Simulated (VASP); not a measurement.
# NbP: formation energy of a point defect, part 2 of 3

Wanted: what a point defect costs in NbP and how the lattice relaxes round it. The start is a computed cell from the Materials Project.

VASP 6.6.1, plane waves and PAW; the level of theory is named at each step.

So far. Step 2 (The host at zero pressure): The run ended after 4 ionic steps, 0.000 eV below its first step, once forces and stress met EDIFFG = -0.02.

### Step 3. The supercell without the defect

Level of this step: PBE; plane waves and PAW (Nb_pv, P) (VASP).

System of this step: NbP. The structure is tetragonal, space group I4_1md (No. 109). Conventional cell: a = 3.353 Å, b = 3.353 Å, c = 11.473 Å, α = 90.00°, β = 90.00°, γ = 90.00°. Nb has 6 P at 2.55 Å nearest. Nearest to P lie 6 Nb at 2.55 Å. Farther neighbours are not listed.

The same cell, mesh and cutoff without the defect give the energy to subtract and, in a gapped host, the band edges to count from, so that most errors cancel.

File INCAR:

```
SYSTEM = NbP
PREC = Normal
ENCUT = 300
EDIFF = 1E-05
NELM = 120
ISMEAR = 1
SIGMA = 0.2
LREAL = Auto
ALGO = Fast
GGA = PE
NBANDS = 152
LASPH = .TRUE.
LORBIT = 11
LWAVE = .FALSE.
LCHARG = .FALSE.
KPAR = 4
```

File POSCAR:

```
NbP
1.0
    5.0289524016     -1.6763174672     -5.7365190697
   -1.6763174672      5.0289524016     -5.7365190697
   -3.3526349344     -3.3526349344     34.4191144182
Nb P
16 16
Direct
    0.6249978748      0.3749978748      0.2499978748
    0.1249978748      0.8749978748      0.2499978748
    0.1249978748      0.3749978748      0.4999978748
    0.6249978748      0.8749978748      0.4999978748
    0.6249978748      0.3749978748      0.7499978748
    0.1249978748      0.8749978748      0.7499978748
    0.1249978748      0.3749978748      0.9999978748
    0.6249978748      0.8749978748      0.9999978748
    0.2499978748      0.2499978748      0.2499978748
    0.7499978748      0.7499978748      0.2499978748
    0.7499978748      0.2499978748      0.4999978748
    0.2499978748      0.7499978748      0.4999978748
    0.2499978748      0.2499978748      0.7499978748
    0.7499978748      0.7499978748      0.7499978748
    0.7499978748      0.2499978748      0.9999978748
    0.2499978748      0.7499978748      0.9999978748
    0.4163164102      0.6663164102      0.2913164102
    0.9163164102      0.1663164102      0.2913164102
    0.9163164102      0.6663164102      0.5413164102
    0.4163164102      0.1663164102      0.5413164102
    0.4163164102      0.6663164102      0.7913164102
    0.9163164102      0.1663164102      0.7913164102
    0.9163164102      0.6663164102      0.0413164102
    0.4163164102      0.1663164102      0.0413164102
    0.0413164102      0.0413164102      0.0413164102
    0.5413164102      0.5413164102      0.0413164102
    0.5413164102      0.0413164102      0.2913164102
    0.0413164102      0.5413164102      0.2913164102
    0.0413164102      0.0413164102      0.5413164102
    0.5413164102      0.5413164102      0.5413164102
    0.5413164102      0.0413164102      0.7913164102
    0.0413164102      0.5413164102      0.7913164102
```

File KPOINTS:

```
Automatic mesh
0
Gamma
8 8 3
0 0 0
```

The projector-augmented-wave data sets are Nb_pv and P (PBE family, release 64).

Started as:

```console
> mpirun -np 4 vasp_std
```

Log:

```text
[banner, memory and clock lines left out]
running    4 mpi-ranks, on    1 nodes
 distrk:  each k-point on    1 cores,    4 groups
 distr:  one band on    1 cores,    1 groups

 POSCAR found type information on POSCAR NbP
 POSCAR found :  2 types and      32 ions
 LDA part: xc-table for (Slater+PW92), standard interpolation
 POSCAR, INCAR and KPOINTS ok, starting setup
 FFT: planning ... GRIDC
 FFT: planning ... GRID_SOFT
 FFT: planning ... GRID
 WAVECAR not read
 entering main loop
       N       E                     dE             d eps       ncg     rms          rms(c)
DAV:   1     0.234404773667E+04    0.23440E+04   -0.88821E+04 17608   0.117E+03
DAV:   2    -0.722864457210E+02   -0.24163E+04   -0.23504E+04 22544   0.636E+02
DAV:   3    -0.285492118770E+03   -0.21321E+03   -0.20384E+03 28376   0.169E+02
DAV:   4    -0.298579755830E+03   -0.13088E+02   -0.12628E+02 27128   0.388E+01
DAV:   5    -0.299209822181E+03   -0.63007E+00   -0.61598E+00 28208   0.879E+00    0.915E+01
RMM:   6    -0.278565143899E+03    0.20645E+02   -0.81281E+01 23537   0.260E+01    0.273E+01
RMM:   7    -0.280577834018E+03   -0.20127E+01   -0.40083E+01 25963   0.117E+01    0.125E+01
RMM:   8    -0.280386777509E+03    0.19106E+00   -0.28923E+00 28071   0.415E+00    0.130E+01
RMM:   9    -0.279656688602E+03    0.73009E+00   -0.71575E+00 26689   0.759E+00    0.335E+00
RMM:  10    -0.279568697882E+03    0.87991E-01   -0.51102E-01 23921   0.266E+00    0.169E+00
RMM:  11    -0.279560104609E+03    0.85933E-02   -0.15289E-01 23558   0.103E+00    0.700E-01
RMM:  12    -0.279566677722E+03   -0.65731E-02   -0.62229E-02 24804   0.550E-01    0.808E-01
RMM:  13    -0.279566759348E+03   -0.81626E-04   -0.32834E-02 23955   0.548E-01    0.363E-01
RMM:  14    -0.279566979039E+03   -0.21969E-03   -0.90971E-03 24677   0.238E-01    0.285E-01
RMM:  15    -0.279567514342E+03   -0.53530E-03   -0.67221E-03 23903   0.178E-01    0.772E-02
RMM:  16    -0.279567505642E+03    0.86997E-05   -0.21790E-03 22933   0.103E-01    0.323E-02
RMM:  17    -0.279567590006E+03   -0.84363E-04   -0.15103E-03 24765   0.568E-02    0.193E-02
RMM:  18    -0.279567660741E+03   -0.70736E-04   -0.72637E-04 20924   0.313E-02    0.151E-02
RMM:  19    -0.279567700953E+03   -0.40211E-04   -0.39486E-04 15616   0.258E-02    0.118E-02
RMM:  20    -0.279567724530E+03   -0.23577E-04   -0.23393E-04 14857   0.148E-02    0.495E-03
RMM:  21    -0.279567738957E+03   -0.14428E-04   -0.14261E-04 14505   0.125E-02    0.658E-03
RMM:  22    -0.279567745953E+03   -0.69959E-05   -0.80452E-05 14121   0.125E-02
   1 F= -.27956775E+03 E0= -.27958247E+03  d E =0.441603E-01
```

Elapsed: 21 min, on 4 MPI ranks of Intel Xeon 6975P-C (Granite Rapids), shared host; peak memory 5.2 GiB.

From OUTCAR (step 3):

```text
  LATTYP: Found a base centered monoclinic cell.
 ALAT       =    12.4141421836
 B/A-ratio  =     0.7638613645
 C/A-ratio  =     0.7638613645
 COS(beta)  =    -0.3819306823

 Subroutine GETGRP returns: Found  2 space group operations
 (whereof  1 operations were pure point group operations)

The static configuration has the point symmetry C_1 .
 The point group associated with its full space group is C_1h.

 Found     57 irreducible k-points:

   k-points           NKPTS =     57   k-points in BZ     NKDIM =     57   number of bands    NBANDS=    152

   dimension x,y,z NGX =    36 NGY =   36 NGZ =  150
   dimension x,y,z NGXF=    72 NGYF=   72 NGZF=  300

   ENCUT  =  300.0 eV  22.05 Ry    4.70 a.u.  11.03 11.03 49.07*2*pi/ulx,y,z

   NELECT =     256.0000    total number of electrons

 E-fermi :   7.0880

 k-point     1 :       0.0000    0.0000    0.0000
  band No.  band energies     occupation
    ...
    126       6.6305      2.00567
    127       6.9642      1.85674
    128       6.9642      1.85672
    129       7.1272      0.67525
    130       7.1272      0.67521
    131       7.8721     -0.00000
    132       7.9129     -0.00000
    133       7.9131     -0.00000
    134       8.3436     -0.00000
    135       8.3451     -0.00000
    ...

 k-point     2 :       0.1250    0.0000    0.0000
  band No.  band energies     occupation
    ...
    124       6.4529      2.00007
    125       6.4569      2.00008
    126       6.5044      2.00029
    127       6.5488      2.00092
    128       6.6974      2.01856
    129       7.5202     -0.00919
    130       7.5462     -0.00559
    131       7.5816     -0.00267
    132       7.8867     -0.00000
    133       7.9661     -0.00000
    ...

  Total       -1.3481435     -1.3481435     -3.2434391      0.0043680      0.0056695      0.0056692
  in kB       -4.1873161     -4.1873161    -10.0740794      0.0135670      0.0176094      0.0176086
  external PRESSURE =      -6.1495706 kB  Pullay stress =       0.0000000 kB

  energy-cutoff  :      300.00
  volume of cell :      515.84
      direct lattice vectors                 reciprocal lattice vectors
     5.028952402 -1.676317467 -5.736519070     0.298272857  0.149136428  0.043580436
    -1.676317467  5.028952402 -5.736519070     0.149136428  0.298272857  0.043580436
    -3.352634934 -3.352634934 34.419114418     0.074568214  0.074568214  0.043580436

 POSITION                                       TOTAL-FORCE (eV/Angst)
 -----------------------------------------------------------------------------------
      1.67632     -0.00000      2.86821        -0.000818     -0.002324     -0.000214
     -1.67632      3.35263      2.86821        -0.000818     -0.002324     -0.000214
     -1.67632      0.00000     14.34125        -0.000818     -0.002324     -0.000214
     -0.00000      1.67632      8.60473        -0.000818     -0.002324     -0.000214
      0.00000     -1.67632     20.07777        -0.000818     -0.002324     -0.000214
     -3.35263      1.67632     20.07777        -0.000818     -0.002324     -0.000214
     -3.35263     -1.67632     31.55081        -0.000818     -0.002324     -0.000214
     -1.67632     -0.00000     25.81429        -0.000818     -0.002324     -0.000214
     -0.00000     -0.00000      5.73647        -0.002324     -0.000818     -0.000214
      1.67632      1.67632     -0.00005        -0.002324     -0.000818     -0.000214
      1.67632     -1.67632     11.47299        -0.002324     -0.000818     -0.000214
     -1.67632      1.67632     11.47299        -0.002324     -0.000818     -0.000214
     -1.67632     -1.67632     22.94603        -0.002324     -0.000818     -0.000214
     -0.00000     -0.00000     17.20951        -0.002324     -0.000818     -0.000214
     -0.00000     -3.35263     28.68255        -0.002324     -0.000818     -0.000214
     -3.35263     -0.00000     28.68255        -0.002324     -0.000818     -0.000214
     -0.00000      1.67632      3.81631         0.001158      0.001984      0.000214
      3.35263     -1.67632      3.81631         0.001158      0.001984      0.000214
      1.67632     -0.00000      9.55283         0.001158      0.001984      0.000214
     -0.00000     -1.67632     15.28935         0.001158      0.001984      0.000214
     -1.67632     -0.00000     21.02587         0.001158      0.001984      0.000214
      1.67632     -3.35263     21.02587         0.001158      0.001984      0.000214
      3.35263      1.67632     -7.65673         0.001158      0.001984      0.000214
      1.67632     -0.00000     -1.92021         0.001158      0.001984      0.000214
     -0.00000     -0.00000      0.94805         0.001984      0.001158      0.000214
      1.67632      1.67632     -4.78847         0.001984      0.001158      0.000214
      1.67632     -1.67632      6.68457         0.001984      0.001158      0.000214
     -1.67632      1.67632      6.68457         0.001984      0.001158      0.000214
     -1.67632     -1.67632     18.15761         0.001984      0.001158      0.000214
     -0.00000     -0.00000     12.42109         0.001984      0.001158      0.000214
     -0.00000     -3.35263     23.89413         0.001984      0.001158      0.000214
     -3.35263     -0.00000     23.89413         0.001984      0.001158      0.000214
 -----------------------------------------------------------------------------------
    total drift:                                0.002947      0.002947      0.011687

  FREE ENERGIE OF THE ION-ELECTRON SYSTEM (eV)
  ---------------------------------------------------
  free  energy   TOTEN  =      -279.5677459530 eV

  energy  without entropy=     -279.6119062958  energy(sigma->0) =     -279.58246607

 total charge
# of ion       s       p       d       tot
------------------------------------------
    1        0.323   6.366   3.096   9.785
    2        0.323   6.366   3.096   9.785
    3        0.323   6.366   3.096   9.785
    4        0.323   6.366   3.096   9.785
    5        0.323   6.366   3.096   9.785
    6        0.323   6.366   3.096   9.785
    7        0.323   6.366   3.096   9.785
    8        0.323   6.366   3.096   9.785
    9        0.323   6.366   3.096   9.785
   10        0.323   6.366   3.096   9.785
   11        0.323   6.366   3.096   9.785
   12        0.323   6.366   3.096   9.785
   13        0.323   6.366   3.096   9.785
   14        0.323   6.366   3.096   9.785
   15        0.323   6.366   3.096   9.785
   16        0.323   6.366   3.096   9.785
   17        1.022   1.530   0.000   2.551
   18        1.022   1.530   0.000   2.551
   19        1.022   1.530   0.000   2.551
   20        1.022   1.530   0.000   2.551
   21        1.022   1.530   0.000   2.551
   22        1.022   1.530   0.000   2.551
   23        1.022   1.530   0.000   2.551
   24        1.022   1.530   0.000   2.551
   25        1.022   1.530   0.000   2.551
   26        1.022   1.530   0.000   2.551
   27        1.022   1.530   0.000   2.551
   28        1.022   1.530   0.000   2.551
   29        1.022   1.530   0.000   2.551
   30        1.022   1.530   0.000   2.551
   31        1.022   1.530   0.000   2.551
   32        1.022   1.530   0.000   2.551
--------------------------------------------------
tot         21.517 126.333  49.529 197.379

[... 7 further parts left out ...]
```

Numbers from this step:

```yaml
electronic_cycles: 22
electrons: 256
free_energy_toten: -279.5677 eV
energy_at_zero_smearing: -279.5825 eV
fermi_energy: 7.088 eV
```

The host is treated as a metal, as its relaxation found a gap under 0.3 eV or none, and only the neutral defect is run.

[end of part 2 of 3]

[Lines on the potential files, build, host, timing and source positions are cut from VASP's logs without a mark.]

[Logs are printed without paths, hosts, clocks, repeated set-up lines and the standing remarks that a program may print on its own settings, such as how far it seeks lower states.]

[Hosts, paths, dates, database ids (printed as entryN), source tags and the programs' standing remarks are cut or masked in the printed files.]

[In band tables of VASP the shares of atoms and orbitals are scaled to a sum of 1 inside the atoms' spheres.]

[Runs that stopped without an error message from VASP are left out.]
